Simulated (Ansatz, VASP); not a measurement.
# ZrB2 in two plane-wave programs, part 2 of 2

Aim: how closely do two programs agree when they are given the same cell, functional and k mesh? The cell is taken from a series of runs on this material, whose earlier steps may have relaxed, scaled, displaced or heated it; both programs get it as it stands.

VASP 6.6.1 and Ansatz 0.2.0.

So far: Set-up; Ansatz: zone-centre phonons, PBEsol.

## 3. VASP: zone-centre phonons, PBEsol

Level of this step: PBEsol; plane waves and PAW (B, Zr_sv) (VASP).

The same cell, functional, mesh and smearing now go to VASP, with its own data sets.

Lines of VASP's logs that name or quote its potential files are left out, and so is its time.

Contents of INCAR:

```
SYSTEM = ZrB2
PREC = Accurate
ENCUT = 500
EDIFF = 1E-08
NELM = 120
ISMEAR = 1
SIGMA = 0.2
LREAL = .FALSE.
ALGO = Normal
GGA = PS
NBANDS = 15
LASPH = .TRUE.
LORBIT = 11
LWAVE = .FALSE.
LCHARG = .FALSE.
ISIF = 2
IBRION = 8
GGA_COMPAT = .FALSE.
KPAR = 2
```

Contents of POSCAR:

```
ZrB2
1.0
    3.1611788486      0.0000000000      0.0000000000
   -1.5805894243      2.7376611888      0.0000000000
    0.0000000000      0.0000000000      3.4723613412
B Zr
2 1
Direct
    0.3333333334      0.6666666666      0.5000000000
    0.6666666666      0.3333333334      0.5000000000
    0.0000000000      0.0000000000      0.0000000000
```

Contents of KPOINTS:

```
Automatic mesh
0
Gamma
15 15 12
0 0 0
```

The projector-augmented-wave data sets are B and Zr_sv (PBE family, release 64).

Started as:

```
$ mpirun -np 2 vasp_std
```

Numbers of over 12 decimals in the logs are rounded to 6 here.

The program printed:

```text
[banner, memory and clock lines left out]
running    2 mpi-ranks, on    1 nodes
 distrk:  each k-point on    1 cores,    2 groups
 distr:  one band on    1 cores,    1 groups

 POSCAR found type information on POSCAR B Zr
 POSCAR found :  2 types and       3 ions
|                                                                             |
|               ----> ADVICE to this user running VASP <----                  |
|                                                                             |
|     You enforced a specific xc type in the INCAR file but a different       |
|     [... a line on the potential file left out ...]
|     I HOPE YOU KNOW WHAT YOU ARE DOING!                                     |
|                                                                             |

 LDA part: xc-table for (Slater+PW92), standard interpolation
 POSCAR, INCAR and KPOINTS ok, starting setup
 FFT: planning ... GRIDC
 FFT: planning ... GRID_SOFT
 FFT: planning ... GRID
 WAVECAR not read
 entering main loop
       N       E                     dE             d eps       ncg     rms          rms(c)
DAV:   1     0.102334188813E+03    0.10233E+03   -0.96275E+03  5670   0.117E+03
DAV:   2    -0.246544505178E+02   -0.12699E+03   -0.12240E+03  7189   0.301E+02
DAV:   3    -0.288550681668E+02   -0.42006E+01   -0.41765E+01  8955   0.479E+01
DAV:   4    -0.289246261493E+02   -0.69558E-01   -0.69543E-01  6645   0.574E+00
DAV:   5    -0.289264867013E+02   -0.18606E-02   -0.18605E-02  8802   0.626E-01    0.235E+01
DAV:   6    -0.264521906670E+02    0.24743E+01   -0.56738E+00  7111   0.168E+01    0.978E+00
DAV:   7    -0.264013318234E+02    0.50859E-01   -0.70840E-01  8373   0.538E+00    0.337E+00
DAV:   8    -0.264016583425E+02   -0.32652E-03   -0.10117E-01  6816   0.275E+00    0.526E-01
DAV:   9    -0.263978448319E+02    0.38135E-02   -0.19637E-02  7113   0.111E+00    0.185E-01
DAV:  10    -0.263975987296E+02    0.24610E-03   -0.11934E-03  6645   0.331E-01    0.413E-02
DAV:  11    -0.263976011512E+02   -0.24216E-05   -0.61288E-05  8113   0.723E-02    0.126E-02
DAV:  12    -0.263975994995E+02    0.16516E-05   -0.30979E-06  7522   0.124E-02    0.504E-03
DAV:  13    -0.263975993357E+02    0.16389E-06   -0.53150E-07  8270   0.585E-03    0.200E-03
DAV:  14    -0.263975992656E+02    0.70047E-07   -0.40738E-08  6279   0.202E-03    0.388E-04
DAV:  15    -0.263975992400E+02    0.25619E-07   -0.31227E-09  3262   0.499E-04    0.124E-04
DAV:  16    -0.263975992339E+02    0.60545E-08   -0.99041E-10  3094   0.264E-04
   1 F= -.26397599E+02 E0= -.26397765E+02  d E =0.497576E-03
 Linear response reoptimize wavefunctions to high precision
DAV:   1    -0.263975992338E+02    0.10846E-09   -0.27716E-10  4123   0.114E-04
DAV:   2    -0.263975992338E+02    0.75033E-11   -0.10068E-10  3045   0.550E-05
 Linear response DOF=           4
 Linear response progress:
  Degree of freedom:   1/  4
       N       E                     dE             d eps       ncg     rms          rms(c)
RMM:   1    -0.476302485374E-01   -0.47630E-01   -0.22956E-02 57798   0.105E+00
RMM:   2    -0.426799656434E-01    0.49503E-02   -0.22774E-03 47231   0.250E-01    0.141E-01
RMM:   3    -0.426279986645E-01    0.51967E-04   -0.66374E-04 45040   0.125E-01    0.705E-02
RMM:   4    -0.430808150299E-01   -0.45282E-03   -0.41470E-04 44289   0.984E-02    0.835E-03
RMM:   5    -0.430851727498E-01   -0.43577E-05   -0.52018E-05 52729   0.280E-02    0.230E-03
RMM:   6    -0.430862653966E-01   -0.10926E-05   -0.10003E-05 56058   0.100E-02    0.119E-03
RMM:   7    -0.430828447707E-01    0.34206E-05   -0.33854E-06 56304   0.461E-03    0.289E-04
RMM:   8    -0.430846568133E-01   -0.18120E-05   -0.59493E-07 58319   0.209E-03    0.150E-04
RMM:   9    -0.430841704153E-01    0.48640E-06    0.10702E-07 58896   0.972E-04    0.326E-05
RMM:  10    -0.430843526891E-01   -0.18227E-06   -0.11081E-07 58538   0.472E-04    0.242E-05
RMM:  11    -0.430842272411E-01    0.12545E-06    0.51432E-08 58695   0.235E-04    0.784E-06
RMM:  12    -0.430842225608E-01    0.46804E-08   -0.32194E-08 59724   0.120E-04    0.566E-06
 first order change of Fermi-energy   0.19662E-04
 force on displaced ion       1 direction 1 : -15.706  -0.001   0.000
 Linear response progress:
  Degree of freedom:   2/  4
       N       E                     dE             d eps       ncg     rms          rms(c)
RMM:   1    -0.469665441591E-01   -0.46967E-01   -0.22179E-03 20211   0.110E+00
RMM:   2    -0.443837701667E-01    0.25828E-02   -0.18496E-03 16291   0.244E-01    0.115E-01
RMM:   3    -0.443503017443E-01    0.33468E-04   -0.85118E-04 15907   0.140E-01    0.535E-02
RMM:   4    -0.447244163494E-01   -0.37411E-03   -0.33146E-04 16763   0.887E-02    0.117E-02
RMM:   5    -0.447899049901E-01   -0.65489E-04   -0.53700E-05 18351   0.333E-02    0.375E-03
RMM:   6    -0.448001628164E-01   -0.10258E-04   -0.11872E-05 19333   0.130E-02    0.776E-04
RMM:   7    -0.447934555208E-01    0.67073E-05   -0.10146E-06 19700   0.556E-03    0.245E-04
RMM:   8    -0.447942263281E-01   -0.77081E-06    0.10591E-06 19635   0.268E-03    0.129E-04
RMM:   9    -0.447933975202E-01    0.82881E-06    0.73991E-07 19612   0.137E-03    0.939E-05
RMM:  10    -0.447939024299E-01   -0.50491E-06    0.90904E-07 19802   0.739E-04    0.103E-05
RMM:  11    -0.447939127028E-01   -0.10273E-07    0.74191E-07 21033   0.363E-04    0.123E-05
RMM:  12    -0.447939103328E-01    0.23701E-08    0.70170E-07 20769   0.183E-04    0.826E-06
RMM:  13    -0.447939004234E-01    0.99094E-08    0.55378E-07 20715   0.945E-05    0.563E-06
RMM:  14    -0.447939157407E-01   -0.15317E-07    0.46981E-07 20557   0.509E-05    0.263E-06
RMM:  15    -0.447939176936E-01   -0.19529E-08    0.35365E-07 20113   0.278E-05    0.150E-06
RMM:  16    -0.447939172616E-01    0.43205E-09    0.28760E-07 19967   0.154E-05    0.657E-07
RMM:  17    -0.447939181106E-01   -0.84900E-09    0.21124E-07 18853   0.904E-06    0.363E-07
RMM:  18    -0.447939189367E-01   -0.82611E-09    0.17157E-07 16207   0.545E-06    0.201E-07
RMM:  19    -0.447939199326E-01   -0.99593E-09    0.12474E-07 14921   0.373E-06    0.183E-07
RMM:  20    -0.447939202102E-01   -0.27753E-09    0.10064E-07 12113   0.274E-06    0.166E-07
RMM:  21    -0.447939201438E-01    0.66360E-10    0.72879E-08 11049   0.224E-06    0.138E-07
 first order change of Fermi-energy  -0.90699E-04
 force on displaced ion       1 direction 3 :   0.000  -0.000 -10.488
 Linear response progress:
  Degree of freedom:   3/  4
       N       E                     dE             d eps       ncg     rms          rms(c)
RMM:   1    -0.685776006417E+00   -0.68578E+00    0.29880E+00 15499   0.150E+01
RMM:   2    -0.629581440062E+00    0.56195E-01   -0.18752E-01 21343   0.283E+00    0.177E-01
RMM:   3    -0.630879066584E+00   -0.12976E-02   -0.32103E-02 25569   0.863E-01    0.568E-02
RMM:   4    -0.632446461500E+00   -0.15674E-02   -0.56521E-03 31656   0.303E-01    0.309E-02
RMM:   5    -0.632924509835E+00   -0.47805E-03   -0.97920E-04 31686   0.117E-01    0.182E-02
RMM:   6    -0.632899117629E+00    0.25392E-04   -0.14413E-04 31611   0.524E-02    0.443E-03
RMM:   7    -0.632880373519E+00    0.18744E-04   -0.46437E-05 32759   0.252E-02    0.376E-03
RMM:   8    -0.632872566728E+00    0.78068E-05   -0.22554E-05 32951   0.140E-02    0.940E-04
RMM:   9    -0.632878847078E+00   -0.62803E-05   -0.12612E-05 33525   0.839E-03    0.181E-04
RMM:  10    -0.632879540149E+00   -0.69307E-06   -0.80375E-06 34080   0.542E-03    0.161E-04
RMM:  11    -0.632880048637E+00   -0.50849E-06   -0.58562E-06 35030   0.382E-03    0.208E-04
RMM:  12    -0.632876977465E+00    0.30712E-05   -0.44979E-06 33295   0.293E-03    0.227E-04
RMM:  13    -0.632877462344E+00   -0.48488E-06   -0.34117E-06 33748   0.225E-03    0.220E-04
RMM:  14    -0.632876228593E+00    0.12338E-05   -0.27883E-06 33827   0.182E-03    0.256E-04
[...]
RMM:  33    -0.632891784714E+00    0.37289E-07   -0.20192E-07 28129   0.167E-04    0.139E-05
RMM:  34    -0.632891797367E+00   -0.12652E-07   -0.18377E-07 19318   0.152E-04    0.162E-05
RMM:  35    -0.632891794124E+00    0.32428E-08   -0.16631E-07 16968   0.139E-04    0.188E-05
RMM:  36    -0.632891797815E+00   -0.36915E-08   -0.15265E-07 15632   0.128E-04    0.209E-05
RMM:  37    -0.632891809158E+00   -0.11343E-07   -0.13942E-07 16290   0.118E-04    0.227E-05
RMM:  38    -0.632891821967E+00   -0.12810E-07   -0.12766E-07 18406   0.109E-04    0.241E-05
RMM:  39    -0.632891834504E+00   -0.12537E-07   -0.11560E-07 18018   0.101E-04    0.254E-05
RMM:  40    -0.632891842289E+00   -0.77854E-08   -0.10636E-07 16068   0.933E-05    0.267E-05
 first order change of Fermi-energy   0.10365E-03
 force on displaced ion       3 direction 1 : -14.174  -0.000   0.000
 Linear response progress:
  Degree of freedom:   4/  4
       N       E                     dE             d eps       ncg     rms          rms(c)
RMM:   1    -0.755914563368E+00   -0.75591E+00    0.27073E+00  6605   0.148E+01
RMM:   2    -0.698919947026E+00    0.56995E-01   -0.16273E-01  8829   0.268E+00    0.201E-01
RMM:   3    -0.702067803107E+00   -0.31479E-02   -0.35675E-02 10369   0.805E-01    0.643E-02
RMM:   4    -0.704403447369E+00   -0.23356E-02   -0.68036E-03 12014   0.285E-01    0.372E-02
RMM:   5    -0.704693485630E+00   -0.29004E-03   -0.11042E-03 12653   0.105E-01    0.249E-02
RMM:   6    -0.704529808231E+00    0.16368E-03   -0.12712E-04 12622   0.496E-02    0.573E-03
RMM:   7    -0.704587303023E+00   -0.57495E-04   -0.57664E-05 13040   0.218E-02    0.299E-03
RMM:   8    -0.704583076234E+00    0.42268E-05   -0.38713E-05 13502   0.113E-02    0.993E-04
RMM:   9    -0.704586572525E+00   -0.34963E-05   -0.29813E-05 13710   0.661E-03    0.748E-04
RMM:  10    -0.704587776122E+00   -0.12036E-05   -0.24455E-05 13431   0.465E-03    0.107E-04
RMM:  11    -0.704588436163E+00   -0.66004E-06   -0.20482E-05 13762   0.316E-03    0.375E-05
RMM:  12    -0.704589017328E+00   -0.58116E-06   -0.18820E-05 14294   0.234E-03    0.646E-05
RMM:  13    -0.704587935896E+00    0.10814E-05   -0.15444E-05 13149   0.181E-03    0.139E-04
RMM:  14    -0.704590147743E+00   -0.22118E-05   -0.13879E-05 12737   0.147E-03    0.433E-05
RMM:  15    -0.704590953321E+00   -0.80558E-06   -0.11988E-05 13883   0.113E-03    0.380E-05
RMM:  16    -0.704590539879E+00    0.41344E-06   -0.10594E-05 12763   0.903E-04    0.557E-05
RMM:  17    -0.704590709657E+00   -0.16978E-06   -0.93576E-06 13355   0.740E-04    0.678E-05
RMM:  18    -0.704590724481E+00   -0.14824E-07   -0.82603E-06 13981   0.597E-04    0.759E-05
RMM:  19    -0.704590587648E+00    0.13683E-06   -0.73532E-06 12814   0.494E-04    0.877E-05
RMM:  20    -0.704591135116E+00   -0.54747E-06   -0.65131E-06 12100   0.428E-04    0.821E-05
RMM:  21    -0.704591531992E+00   -0.39688E-06   -0.58225E-06 12856   0.356E-04    0.750E-05
 first order change of Fermi-energy   0.25765E-03
 force on displaced ion       3 direction 3 :  -0.000   0.000 -15.644
 Linear response finished
```

From OUTCAR (step 3):

```text
ion  position               nearest neighbor table
   1  0.333  0.667  0.500-   2 1.83   2 1.83   2 1.83   3 2.52   3 2.52   3 2.52   3 2.52   3 2.52
                             3 2.52
   2  0.667  0.333  0.500-   1 1.83   1 1.83   1 1.83   3 2.52   3 2.52   3 2.52   3 2.52   3 2.52
                             3 2.52
   3  0.000  0.000  0.000-   2 2.52   2 2.52   1 2.52   1 2.52   2 2.52   2 2.52   1 2.52   1 2.52
                             1 2.52   2 2.52   1 2.52   2 2.52

  LATTYP: Found a hexagonal cell.
 ALAT       =     3.1611788486
 C/A-ratio  =     1.0984387494

 Subroutine GETGRP returns: Found 24 space group operations
 (whereof 24 operations were pure point group operations)

The static configuration has the point symmetry D_6h.

 Found    189 irreducible k-points:

   k-points           NKPTS =    189   k-points in BZ     NKDIM =    189   number of bands    NBANDS=     15

   dimension x,y,z NGX =    24 NGY =   24 NGZ =   28
   dimension x,y,z NGXF=    48 NGYF=   48 NGZF=   56

   ENCUT  =  500.0 eV  36.75 Ry    6.06 a.u.   5.76  5.76  6.33*2*pi/ulx,y,z

   NELECT =      18.0000    total number of electrons

 k-points in reciprocal lattice and weights: Automatic mesh
   0.00000000  0.00000000  0.00000000       0.000
   0.06666667  0.00000000  0.00000000       0.002
   0.13333333  0.00000000  0.00000000       0.002
   0.20000000  0.00000000  0.00000000       0.002
   0.26666667  0.00000000  0.00000000       0.002
   0.33333333  0.00000000  0.00000000       0.002
   0.40000000 -0.00000000  0.00000000       0.002
   0.46666667  0.00000000  0.00000000       0.002
   0.06666667  0.06666667  0.00000000       0.002
[...]
0.33333333  0.26666667  0.50000000       0.004
   0.33333333  0.33333333  0.50000000       0.001

 average (electrostatic) potential at core
       1 -21.8516       2 -21.8516       3 -72.2074

  Total        0.0635734      0.0635734      0.8270712      0.0000000     -0.0000000     -0.0000000
  in kB        3.3894726      3.3894726     44.0960632      0.0000000     -0.0000000     -0.0000000
  external PRESSURE =      16.9583361 kB  Pullay stress =       0.0000000 kB

  energy-cutoff  :      500.00
  volume of cell :       30.05
      direct lattice vectors                 reciprocal lattice vectors
     3.161178849  0.000000000  0.000000000     0.316337685  0.182637648  0.000000000
    -1.580589424  2.737661189  0.000000000     0.000000000  0.365275296  0.000000000
     0.000000000  0.000000000  3.472361341     0.000000000  0.000000000  0.287988461

 POSITION                                       TOTAL-FORCE (eV/Angst)
 -----------------------------------------------------------------------------------
      0.00000      1.82511      1.73618        -0.000000      0.000000      0.000000
      1.58059      0.91255      1.73618         0.000000     -0.000000      0.000000
      0.00000      0.00000      0.00000         0.000000      0.000000      0.000000
 -----------------------------------------------------------------------------------
    total drift:                                0.000000     -0.000000     -0.000000

 Eigenvectors and eigenvalues of the dynamical matrix
 ----------------------------------------------------

   1 f  =   23.452730 THz   147.357851 2PiTHz  782.298881 cm-1    96.992656 meV
             X         Y         Z           dx          dy          dz
      0.000000  1.825107  1.736181     0.000002   -0.707107   -0.000000
      1.580589  0.912554  1.736181    -0.000002    0.707107    0.000000
      0.000000  0.000000  0.000000    -0.000000   -0.000000    0.000000

   2 f  =   23.452730 THz   147.357851 2PiTHz  782.298881 cm-1    96.992656 meV
             X         Y         Z           dx          dy          dz
      0.000000  1.825107  1.736181     0.707107    0.000002    0.000000
      1.580589  0.912554  1.736181    -0.707107   -0.000002   -0.000000
      0.000000  0.000000  0.000000     0.000000    0.000000    0.000000

   3 f  =   17.253532 THz   108.407136 2PiTHz  575.515866 cm-1    71.354841 meV
             X         Y         Z           dx          dy          dz
      0.000000  1.825107  1.736181     0.000000    0.000000   -0.707107
      1.580589  0.912554  1.736181    -0.000000   -0.000000    0.707107
      0.000000  0.000000  0.000000     0.000000    0.000000    0.000000

   4 f  =   14.778607 THz    92.856729 2PiTHz  492.961281 cm-1    61.119382 meV
             X         Y         Z           dx          dy          dz
      0.000000  1.825107  1.736181     0.000000    0.000000    0.635649
      1.580589  0.912554  1.736181     0.000000    0.000000    0.635649
      0.000000  0.000000  0.000000     0.000000    0.000000   -0.438064

   5 f  =   14.073687 THz    88.427585 2PiTHz  469.447677 cm-1    58.204068 meV
             X         Y         Z           dx          dy          dz
      0.000000  1.825107  1.736181    -0.000000   -0.635718    0.000000
      1.580589  0.912554  1.736181     0.000000   -0.635718   -0.000000
      0.000000  0.000000  0.000000     0.000000    0.437863    0.000000

   6 f  =   14.073687 THz    88.427585 2PiTHz  469.447677 cm-1    58.204068 meV
             X         Y         Z           dx          dy          dz
      0.000000  1.825107  1.736181     0.635718    0.000000   -0.000000
      1.580589  0.912554  1.736181     0.635718    0.000000    0.000000
      0.000000  0.000000  0.000000    -0.437863    0.000000    0.000000

   7 f/i=    0.002113 THz     0.013274 2PiTHz    0.070471 cm-1     0.008737 meV
             X         Y         Z           dx          dy          dz
      0.000000  1.825107  1.736181     0.003176    0.309600   -0.000000
      1.580589  0.912554  1.736181     0.003176    0.309600   -0.000000
      0.000000  0.000000  0.000000     0.009222    0.898994    0.000000

   8 f/i=    0.002113 THz     0.013274 2PiTHz    0.070471 cm-1     0.008737 meV
             X         Y         Z           dx          dy          dz
      0.000000  1.825107  1.736181     0.309600   -0.003176   -0.000000
      1.580589  0.912554  1.736181     0.309600   -0.003176    0.000000
      0.000000  0.000000  0.000000     0.898994   -0.009222    0.000000

   9 f/i=    0.005516 THz     0.034660 2PiTHz    0.184003 cm-1     0.022813 meV
             X         Y         Z           dx          dy          dz
      0.000000  1.825107  1.736181     0.000000   -0.000000   -0.309758
      1.580589  0.912554  1.736181    -0.000000   -0.000000   -0.309758
      0.000000  0.000000  0.000000    -0.000000    0.000000   -0.898944

 ELASTIC MODULI CONTR FROM IONIC RELAXATION (kBar)
 Direction    XX          YY          ZZ          XY          YZ          ZX
 --------------------------------------------------------------------------------
 XX         -14.6737     14.6737     -0.0000      0.0000     -0.0000      0.0000
 YY          14.6737    -14.6737      0.0000     -0.0000      0.0000      0.0000
 ZZ          -0.0000      0.0000     -0.0000      0.0000     -0.0000      0.0000
 XY           0.0000     -0.0000      0.0000    -14.6737      0.0000      0.0000
 YZ          -0.0000      0.0000     -0.0000      0.0000     -0.0000      0.0000
 ZX           0.0000      0.0000      0.0000      0.0000      0.0000      0.0000
 --------------------------------------------------------------------------------
```

Energies printed during the response cycles are not total energies of the cell. The PAW data sets were made with PBE, which is usual practice but a small mismatch for other functionals.

## 4. Side by side

Known differences besides the potentials themselves: the cutoff is 420 eV in Ansatz and 500 eV in VASP; Ansatz makes its cores anew for this functional, VASP keeps those of its PBE data sets. Total energies have different zeros and are not compared.

Compared:

```tsv
quantity	Ansatz	VASP	difference
optical mode 1 to 2 (cm⁻¹)	468.7	469.4	-0.15 %
optical mode 3 (cm⁻¹)	491.3	493.0	-0.33 %
optical mode 4 (cm⁻¹)	574.4	575.5	-0.20 %
optical mode 5 to 6 (cm⁻¹)	779.7	782.3	-0.33 %
```

Modes are paired by rising frequency, not by their patterns, so a pair may set unlike modes beside each other; they are those without the splitting of longitudinal modes.

## 5. Summary of results

```json
{
  "r.m.s. difference of the optical zone-centre modes, each program's sorted by frequency (zone-centre phonons, PBEsol)": "1.8 cm⁻¹"
}
```

**Reading.** The r.m.s. difference of the optical zone-centre modes, each program's sorted by frequency is 1.8 cm⁻¹ (zone-centre phonons, PBEsol). Such differences can come from data sets, numerical settings and the points named under the comparisons, not from the functional's error against experiment.

[Lines on the potential files, build, host, timing and source positions are cut from VASP's logs without a mark.]

[Logs are printed without paths, hosts, clocks, repeated set-up lines and the standing remarks that a program may print on its own settings, such as how far it seeks lower states.]

[Hosts, paths, dates, database ids (printed as entryN), source tags and the programs' standing remarks are cut or masked in the printed files.]
